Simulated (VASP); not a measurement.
Data:

```
CELL_PARAMETERS angstrom
      0.00000     1.91838     1.91838
      1.91838     0.00000     1.91838
      1.91838     1.91838     0.00000
ATOMIC_POSITIONS crystal
  Pt 0.00000 0.00000 0.00000
```

These are PBE GGA with D3 dispersion (zero damping), VASP's PBE PAW potentials (set 64) (plane waves; VASP) values and carry that method's errors. Numerical set-up: 520 eV cut-off, 16×16×16 Γ-centred mesh, first-order Methfessel-Paxton smearing of 0.10 eV, potentials Pt.

Q: Give the stress tensor in GPa (positive for a compressed cell).

A: 
```
20.88   0.00   0.00
 0.00  20.88   0.00
 0.00   0.00  20.88
```
The pressure is its mean diagonal, 20.88 GPa.

The compound is Pt in the fcc structure. This cell is one point of a volume scan, at 0.94 of the reference volume.
